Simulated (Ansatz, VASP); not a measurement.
**Two plane-wave programs on Si**

```xyz
2
Lattice="0.0000 2.7350 2.7350 2.7350 0.0000 2.7350 2.7350 2.7350 0.0000" Properties=species:S:1:pos:R:3 pbc="T T T"
Si    4.1026    4.1026    4.1026
Si    2.7350    2.7350    2.7350
```

Alike in both runs: task single point; functional PBE; k mesh 8 × 8 × 8; occupations gaussian, width 0.01 eV; no spin polarisation.

```csv
,VASP,Ansatz
version,VASP 6.6.1,Ansatz 0.2.0
potentials or method,"VASP PAW PBE potentials, release 64 (Si)","scalar-relativistic, plane waves, PAW"
plane-wave cutoff (eV),520,420
valence electrons in the cell,8,8
```

VASP gave:

```
gap on the k mesh at the Fermi level (eV) : 0.65
least direct gap on the mesh (eV)         : 2.56
pressure (GPa)                            : -0.1
```

**Question.** Which values does Ansatz return?

**Answer.** gap on the k mesh at the Fermi level (eV): 0.65; least direct gap on the mesh (eV): 2.55; pressure (GPa): 0.0.

With one functional, cell and mesh, what is left measures potentials, basis and numerics.

A k mesh can miss the band edges.
